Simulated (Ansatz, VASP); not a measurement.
One calculation of Sc2SiF2, two programs

The input INCAR:

```
SYSTEM = Sc2SiF2
PREC = Accurate
ENCUT = 600
EDIFF = 1E-6
ISMEAR = 0
SIGMA = 0.15
LREAL = .False.
LASPH = .True.
NELM = 80
ALGO = Normal
ISIF = 3
LWAVE = .False.
LCHARG = .False.
GGA = PE
IBRION = 2
NSW = 36
EDIFFG = -0.08
```

KPOINTS

```
regular mesh
0
Gamma
  4 4 1
  0 0 0
```

Contents of POSCAR:

```
Sc2SiF2
1.0
    3.7000000000      0.0000000000      0.0000000000
   -1.8500000000      3.2042939900      0.0000000000
    0.0000000000      0.0000000000     12.0600000000
Sc Si F
4 2 4
Direct
    0.6666666700      0.3333333300      0.8900000000
    0.3333333300      0.6666666700      0.1100000000
    0.3333333300      0.6666666700      0.3900000000
    0.6666666700      0.3333333300      0.6100000000
    0.0000000000      0.0000000000      0.2500000000
    0.0000000000      0.0000000000      0.7500000000
    0.6666666700      0.3333333300      0.0650000000
    0.3333333300      0.6666666700      0.9350000000
    0.3333333300      0.6666666700      0.5650000000
    0.6666666700      0.3333333300      0.4350000000
```

Input for Ansatz:

```yaml
crystal:
  lattice:
    - [3.7, 0.0, 0.0]
    - [-1.85, 3.20429399, 0.0]
    - [0.0, 0.0, 12.06]
  atoms:
    - { symbol: Sc, position: [0.66666667, 0.33333333, 0.89] }
    - { symbol: Sc, position: [0.33333333, 0.66666667, 0.11] }
    - { symbol: Sc, position: [0.33333333, 0.66666667, 0.39] }
    - { symbol: Sc, position: [0.66666667, 0.33333333, 0.61] }
    - { symbol: Si, position: [0.0, 0.0, 0.25] }
    - { symbol: Si, position: [0.0, 0.0, 0.75] }
    - { symbol: F, position: [0.66666667, 0.33333333, 0.065] }
    - { symbol: F, position: [0.33333333, 0.66666667, 0.935] }
    - { symbol: F, position: [0.33333333, 0.66666667, 0.565] }
    - { symbol: F, position: [0.66666667, 0.33333333, 0.435] }
basis:
  ecutwfc: 420
kpoints:
  mp_grid: { grid: [4, 4, 1] }
hamiltonian:
  xc: pbe
scf:
  occupations: { method: gaussian, width: 0.15 }
  lower_state_search: "off"
output:
  forces: true
  stress: true
  eigenvalues: true
relax:
  adjacent_minimum: "off"
  f_tol: 0.08
  max_steps: 16
  cell: { stress_tol: 0.8 }
```

Alike in both runs: task relaxation of cell and atoms; functional PBE; k mesh 4 × 4 × 1; occupations gaussian, width 0.15 eV; no spin polarisation.

|  | VASP | Ansatz |
| --- | --- | --- |
| version | VASP 6.6.1 | Ansatz 0.2.0 |
| potentials or method | VASP PAW PBE potentials, release 64 (Sc_sv, Si, F) | scalar-relativistic, plane waves, PAW |
| plane-wave cutoff (eV) | 600 | 420 |
| valence electrons in the cell | 80 | 80 |

```tsv
	VASP	Ansatz	Ansatz less VASP
gap on the k mesh at the Fermi level, each at its own relaxed structure (eV)	none	none	-
relaxed volume (Å³/atom)	15.77	15.79	+0.021
relaxed cell length with the largest relative difference (Å)	13.032	12.934	-0.0981
energy change over the relaxation (meV/atom)	-163	-158	+5.4
```

A gap of «none» marks a metal or a gap that the smearing closes.

Caveats: the k mesh is coarse (spacing up to 0.52 Å⁻¹), so the values aren't converged.
